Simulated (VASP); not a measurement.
Set up this calculation in VASP 6.6.1, as the native input.

```yaml
Task: relaxation of cell and atoms
Functional: PBE
Dispersion: D3(BJ)
Potentials_or_basis: VASP PAW PBE potentials, release 64 (Ta_pv)
Cutoff: 520 eV
k_mesh: 18 × 18 × 18
Occupations: gaussian, width 0.1 eV
Spin: no spin polarisation
Further_INCAR_settings: ALGO = Normal; EDIFF = 1e-07; IBRION = 2; EDIFFG = -0.002; NSW = 80; ISIF = 3
```

The structure of Ta lies in POSCAR:

```
Ta                                      
1.0
   -1.6428589640      1.6428589640      1.6428589640
    1.6428589640     -1.6428589640      1.6428589640
    1.6428589640      1.6428589640     -1.6428589640
  Ta            
     1
Direct
     0.0000000000000000    0.0000000000000000    0.0000000000000000
```

These files were run (other wordings do the same):

INCAR

```
PREC = Accurate ; ENCUT = 520
EDIFF = 1E-7 ; ISMEAR = 0
SIGMA = 0.1 ; LREAL = F
LASPH = T ; NELM = 100
ALGO = Normal ; ISIF = 3
LWAVE = F ; LCHARG = F
GGA = PE ; IVDW = 12
IBRION = 2 ; NSW = 80
EDIFFG = -0.002
```

KPOINTS

```
Automatic mesh
0
Gamma
  18 18 18
```

Potentials or basis: VASP PAW PBE potentials, release 64 (Ta_pv).

The run is started by

```console
$ cat potpaw_PBE.64/Ta_pv/POTCAR > POTCAR
$ mpirun -np 1 vasp_std > vasp.out
```

Results of the run:

| Property | Result |
| --- | --- |
| Pressure after relaxing | 0.0 GPa |
| Band gap on the k mesh | none (metal or under the smearing width) |
| Dispersion energy per atom | -0.673 eV |

Caveat: the relaxation stopped at its first step, so nothing moved; pairwise dispersion overbinds metals, which lowers pressure and volume.

It took 25 s on 1 thread of AMD EPYC 7R13 Processor (Zen 3), with other jobs on the host, peak memory 0.14 GiB.
